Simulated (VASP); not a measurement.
Output of a VASP run:

File OUTCAR:
```
 ion  position               nearest neighbor table
   1  0.500  0.500  0.500-   2 2.55   2 2.55   2 2.55   2 2.55   2 2.55   2 2.55   2 2.55   2 2.55
  LATTYP: Found a simple cubic cell.
 ALAT       =     2.9500000000
 Subroutine PRICEL returns:
 Original cell was already a primitive cell.
 Subroutine GETGRP returns: Found 48 space group operations
The static configuration has the point symmetry O_h .
The dynamic configuration has the point symmetry O_h .
 Subroutine INISYM returns: Found 48 space group operations
 Subroutine IBZKPT returns following result:
 Found     56 irreducible k-points:

 Following reciprocal coordinates:
            Coordinates               Weight
  0.000000  0.000000  0.000000      1.000000
  0.090909  0.000000  0.000000      6.000000
  0.181818  0.000000  0.000000      6.000000
  0.272727  0.000000  0.000000      6.000000
  0.363636  0.000000  0.000000      6.000000
  0.454545  0.000000  0.000000      6.000000
  0.090909  0.090909  0.000000     12.000000
  0.181818  0.090909  0.000000     24.000000
  0.272727  0.090909  0.000000     24.000000
  0.363636  0.090909  0.000000     24.000000
  0.454545  0.090909  0.000000     24.000000
  0.181818  0.181818  0.000000     12.000000
  0.272727  0.181818  0.000000     24.000000
  0.363636  0.181818  0.000000     24.000000
  0.454545  0.181818  0.000000     24.000000
  0.272727  0.272727  0.000000     12.000000
  0.363636  0.272727  0.000000     24.000000
  0.454545  0.272727  0.000000     24.000000
  0.363636  0.363636  0.000000     12.000000
  0.454545  0.363636  0.000000     24.000000
  0.454545  0.454545  0.000000     12.000000
  0.090909  0.090909  0.090909      8.000000
  0.181818  0.090909  0.090909     24.000000
  0.272727  0.090909  0.090909     24.000000
  0.363636  0.090909  0.090909     24.000000
  0.454545  0.090909  0.090909     24.000000
  0.181818  0.181818  0.090909     24.000000
  0.272727  0.181818  0.090909     48.000000
  0.363636  0.181818  0.090909     48.000000
  0.454545  0.181818  0.090909     48.000000
  0.272727  0.272727  0.090909     24.000000
  0.363636  0.272727  0.090909     48.000000
  0.454545  0.272727  0.090909     48.000000
  0.363636  0.363636  0.090909     24.000000
  0.454545  0.363636  0.090909     48.000000
  0.454545  0.454545  0.090909     24.000000
  0.181818  0.181818  0.181818      8.000000
  0.272727  0.181818  0.181818     24.000000
  0.363636  0.181818  0.181818     24.000000
  0.454545  0.181818  0.181818     24.000000
   k-points           NKPTS =     56   k-points in BZ     NKDIM =     56   number of bands    NBANDS=     15
   number of dos      NEDOS =    301   number of ions     NIONS =      2
   total plane-waves  NPLWV =  13824
   dimension x,y,z NGX =    24 NGY =   24 NGZ =   24
   dimension x,y,z NGXF=    48 NGYF=   48 NGZF=   48
   ions per type =               1   1
   PREC   = accura    normal or accurate (medium, high low for compatibility)
   ISTART =      0    job   : 0-new  1-cont  2-samecut
   ICHARG =      2    charge: 1-file 2-atom 10-const
   ISPIN  =      1    spin polarized calculation?
   LNONCOLLINEAR =      F non collinear calculations
   LSORBIT =      F    spin-orbit coupling
   INIWAV =      1    electr: 0-lowe 1-rand  2-diag
   ENCUT  =  520.0 eV  38.22 Ry    6.18 a.u.   5.49  5.49  5.49*2*pi/ulx,y,z
   NELM   =    100;   NELMIN=  2; NELMDL= -5     # of ELM steps
   EDIFF  = 0.1E-05   stopping-criterion for ELM
   LREAL  =      F    real-space projection
   NLSPLINE    = F    spline interpolate recip. space projectors
   LMAXMIX     =    4 max onsite mixed and CHGCAR
   VOSKOWN=      0    Vosko Wilk Nusair interpolation
   EDIFFG = -.1E-01   stopping-criterion for IOM
   NSW    =     60    number of steps for IOM
   NBLOCK =      1;   KBLOCK =     60    inner block; outer block
   IBRION =      2    ionic relax: 0-MD 1-quasi-New 2-CG
   NFREE  =      1    steps in history (QN), initial steepest desc. (CG)
...
```

File OSZICAR:
```
...
DAV:   2    -0.209000929828E+02   -0.11508E+03   -0.11201E+03  1680   0.317E+02
DAV:   3    -0.236786029117E+02   -0.27785E+01   -0.27687E+01  2066   0.680E+01
DAV:   4    -0.236980949739E+02   -0.19492E-01   -0.19490E-01  1974   0.509E+00
DAV:   5    -0.236983010903E+02   -0.20612E-03   -0.20612E-03  2199   0.558E-01    0.161E+01
DAV:   6    -0.141947323987E+02    0.95036E+01   -0.10081E+02  1917   0.250E+02    0.138E+01
DAV:   7    -0.872633492681E+01    0.54684E+01   -0.15917E+01  2138   0.155E+02    0.410E+00
DAV:   8    -0.852140088915E+01    0.20493E+00   -0.21370E+00  1932   0.311E+01    0.153E+00
DAV:   9    -0.852630094991E+01   -0.49001E-02   -0.30809E-01  1841   0.124E+01    0.913E-01
DAV:  10    -0.851423794318E+01    0.12063E-01   -0.24499E-02  2291   0.356E+00    0.463E-01
DAV:  11    -0.850866591328E+01    0.55720E-02   -0.12627E-02  1774   0.284E+00    0.603E-02
DAV:  12    -0.850939819967E+01   -0.73229E-03   -0.47754E-03  2037   0.152E+00    0.113E-01
DAV:  13    -0.850914091016E+01    0.25729E-03   -0.10293E-03  1848   0.865E-01    0.144E-02
DAV:  14    -0.850916114564E+01   -0.20235E-04   -0.20857E-05  2618   0.996E-02    0.183E-02
DAV:  15    -0.850916176343E+01   -0.61779E-06   -0.42484E-06  1976   0.837E-02
   1 F= -.85091618E+01 E0= -.85092399E+01  d E =-.850916E+01
       N       E                     dE             d eps       ncg     rms          rms(c)
DAV:   1    -0.107797774594E+02   -0.22706E+01   -0.27982E+01  1680   0.124E+02    0.121E+01
DAV:   2    -0.953544949604E+01    0.12443E+01   -0.19885E+01  1687   0.124E+02    0.581E+00
DAV:   3    -0.861769601258E+01    0.91775E+00   -0.46180E+00  1724   0.109E+02    0.250E+00
DAV:   4    -0.855429646681E+01    0.63400E-01   -0.27028E-01  2421   0.119E+01    0.112E+00
DAV:   5    -0.852841377610E+01    0.25883E-01   -0.13944E-02  2546   0.221E+00    0.161E-01
DAV:   6    -0.852848179986E+01   -0.68024E-04   -0.41666E-03  2233   0.149E+00    0.917E-02
DAV:   7    -0.852861013617E+01   -0.12834E-03   -0.62812E-04  2087   0.612E-01    0.321E-02
DAV:   8    -0.852860846508E+01    0.16711E-05   -0.16570E-05  2397   0.106E-01    0.744E-03
DAV:   9    -0.852861744976E+01   -0.89847E-05   -0.47054E-06  1757   0.543E-02    0.473E-03
DAV:  10    -0.852861998945E+01   -0.25397E-05   -0.13543E-06   981   0.328E-02    0.109E-03
DAV:  11    -0.852862059005E+01   -0.60060E-06   -0.41674E-07   868   0.135E-02
   2 F= -.85286206E+01 E0= -.85285187E+01  d E =-.194588E-01
       N       E                     dE             d eps       ncg     rms          rms(c)
DAV:   1    -0.874024644761E+01   -0.21163E+00   -0.28820E+00  1680   0.429E+01    0.343E+00
DAV:   2    -0.861004925803E+01    0.13020E+00   -0.14639E+00  1687   0.327E+01    0.159E+00
DAV:   3    -0.855047666026E+01    0.59573E-01   -0.41537E-01  1715   0.200E+01    0.997E-01
DAV:   4    -0.853885040279E+01    0.11626E-01   -0.23405E-02  2129   0.481E+00    0.372E-01
DAV:   5    -0.853565383277E+01    0.31966E-02   -0.29591E-03  2678   0.106E+00    0.400E-02
DAV:   6    -0.853558356306E+01    0.70270E-04   -0.21279E-04  2363   0.383E-01    0.883E-03
DAV:   7    -0.853558231844E+01    0.12446E-05   -0.13596E-05  1758   0.548E-02    0.672E-03
DAV:   8    -0.853557835499E+01    0.39635E-05   -0.43442E-06  1950   0.472E-02    0.189E-03
DAV:   9    -0.853557727951E+01    0.10755E-05   -0.62828E-07   868   0.196E-02    0.635E-04
DAV:  10    -0.853557818938E+01   -0.90987E-06   -0.10384E-07   861   0.767E-03
   3 F= -.85355782E+01 E0= -.85355210E+01  d E =-.264164E-01
```

### OUTCAR
```
------------------------ aborting loop because EDIFF is reached ----------------------------------------
  FORCE on cell =-STRESS in cart. coord.  units (eV):
  Direction    XX          YY          ZZ          XY          YZ          ZX
  --------------------------------------------------------------------------------------
  Total       -0.0095218     -0.0095218     -0.0095218      0.0000000      0.0000000      0.0000000
  in kB       -0.6244205     -0.6244205     -0.6244205      0.0000000      0.0000000      0.0000000
  external PRESSURE =      -0.6244205 kB  Pullay stress =       0.0000000 kB
  volume of cell :       24.43
      direct lattice vectors                 reciprocal lattice vectors
     2.901687959 -0.000000000 -0.000000000     0.344626994  0.000000000  0.000000000
    -0.000000000  2.901687959 -0.000000000     0.000000000  0.344626994 -0.000000000
    -0.000000000  0.000000000  2.901687959     0.000000000  0.000000000  0.344626994
 POSITION                                       TOTAL-FORCE (eV/Angst)
 -----------------------------------------------------------------------------------
      1.45084      1.45084      1.45084        -0.000000      0.000000      0.000000
      0.00000      0.00000      0.00000         0.000000     -0.000000      0.000000
 -----------------------------------------------------------------------------------
    total drift:                                0.000000      0.000000     -0.000000
  FREE ENERGIE OF THE ION-ELECTRON SYSTEM (eV)
  ---------------------------------------------------
  free  energy   TOTEN  =        -8.5355781894 eV

  energy  without entropy=       -8.5354065200  energy(sigma->0) =       -8.53552097

 reached required accuracy - stopping structural energy minimisation
```
(Selected blocks of OUTCAR.)

File POSCAR:
```
CuZn
1
    2.9500000000     0.0000000000     0.0000000000
    0.0000000000     2.9500000000     0.0000000000
    0.0000000000     0.0000000000     2.9500000000
Zn Cu
1 1
Direct
  0.5000000000   0.5000000000   0.5000000000
  0.0000000000   0.0000000000   0.0000000000
```

Question: Reconstruct the remaining input files.

Answer: This is not unique; one that fits is the input of the run itself, MS2 meta-GGA, plane waves, VASP's PBE PAW potentials (set 64).

### KPOINTS
```
K-points
0
gamma
  11 11 11
```

### INCAR
```
ALGO = Normal
EDIFF = 1E-6
EDIFFG = -0.01
ENCUT = 520
IBRION = 2
ISIF = 3
ISMEAR = 1
LASPH = .TRUE.
LCHARG = .FALSE.
LMAXMIX = 4
LMIXTAU = .TRUE.
LREAL = .FALSE.
LWAVE = .FALSE.
METAGGA = MS2
NELM = 100
NSW = 60
PREC = Accurate
SIGMA = 0.1
SYSTEM = CuZn
```

POTCAR, in this order: Zn Cu (PBE.64 set). Program: vasp_std.

Energy and stress use the plane-wave basis of the starting cell.

The compound is CuZn in the CsCl type structure. This run relaxes it. Symmetry was kept, so distortions that lower it aren't found. The electron count is odd and the run is not spin-polarised, which forces a metal.
